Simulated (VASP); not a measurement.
Here is the system:

```yaml
crystal:
  lattice:
    - [0.00000, 2.16718, 2.16718]
    - [2.16718, 0.00000, 2.16718]
    - [2.16718, 2.16718, 0.00000]
  atoms:
    - { symbol: Al, position: [0.00000, 0.00000, 0.00000] }
    - { symbol: N, position: [0.75000, 0.75000, 0.75000] }
```

The numbers are results of PBE GGA, VASP's PBE PAW potentials (set 64) (plane waves; VASP), not measurements. Run with 400 eV cut-off, 11×11×11 Γ-centred mesh, Gaussian smearing of 0.010 eV, potentials Al N.

### Question
Give the energies of bands 2 to 5 at the high-symmetry points, in eV from the valence-band maximum.

### Answer

```
band     Γ      X      U      L      W
----  ----  -----  -----  -----  -----
2     0.00  -4.99  -4.32  -5.97  -3.82
3     0.00  -1.80  -3.72  -0.49  -3.53
4     0.00  -1.80  -1.40  -0.49  -2.76
5     4.39   3.32   5.20   7.58   6.09
```

The gap is indirect, 3.32 eV, from the valence maximum at Γ to the conduction minimum at X.

The structure comes from a computed database's AlN entry; how it stands against other phases isn't given here. The cell was not relaxed at this level.
